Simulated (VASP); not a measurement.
An input for Ansatz (written as the equivalent of a VASP run, and not itself run):

Ansatz 0.2 input:
```yaml
crystal:
  lattice:
    - [0.0000000, 2.7534200, 2.7534200]
    - [2.7534200, 0.0000000, 2.7534200]
    - [2.7534200, 2.7534200, 0.0000000]
  atoms:
    - { symbol: Si, position: [0.2646440, 0.2411610, 0.2500160] }
    - { symbol: Si, position: [0.7230940, 0.7492210, 0.7622590] }
    - { symbol: Ni, position: [0.0122620, 0.0096180, -0.0122740] }
kpoints:
  mp_grid: { grid: [14, 14, 14] }
hamiltonian:
  xc: pbe
  pseudopotentials: { kind: paw }
scf:
  occupations: { method: gaussian, width: 0.1 }
  max_iter: 100
relax:
  max_steps: 50
  f_tol: 0.03
output: { forces: true, stress: true, eigenvalues: true }
```

**Question.** Translate this input to VASP (INCAR, KPOINTS, POSCAR, choice of POTCAR).

**Answer.** This is not unique; one that fits is 
**POSCAR**
```
NiSi2
1
    0.0000000000     2.7534200000     2.7534200000
    2.7534200000     0.0000000000     2.7534200000
    2.7534200000     2.7534200000     0.0000000000
Si Ni
2 1
Direct
  0.2646440000   0.2411610000   0.2500160000
  0.7230940000   0.7492210000   0.7622590000
  0.0122620000   0.0096180000  -0.0122740000
```

**INCAR**
```
SYSTEM = NiSi2
PREC = Accurate
ENCUT = 300
EDIFF = 1E-6
NELM = 100
ALGO = Normal
LREAL = .FALSE.
LASPH = .TRUE.
ISMEAR = 0
SIGMA = 0.1
GGA = PE
LMAXMIX = 4
LWAVE = .FALSE.
LCHARG = .FALSE.
ISIF = 2
IBRION = 2
NSW = 50
EDIFFG = -0.03
```

File KPOINTS:
```
Automatic mesh
0
Gamma
14 14 14
0 0 0
```

POTCAR, in this order: Si Ni (PBE.64 set). Program: vasp_std.

The two are equivalent in intent, not identical: each code has its own PAW files, so the cut-off isn't converted (ENCUT is set for VASP's; basis.ecutwfc is left out, and Ansatz then takes the one that its files recommend); Ansatz stops its SCF on the density residual and VASP on the energy change (EDIFF).

The structure is a typed NiSi2 crystal. In the starting cell atoms are displaced from their ideal sites. This run relaxes the ions in a fixed cell. The run is one of a series of settings (EDIFFG = -0.03, IBRION = 2, NSW = 50 against the base run), some of them coarse on purpose.
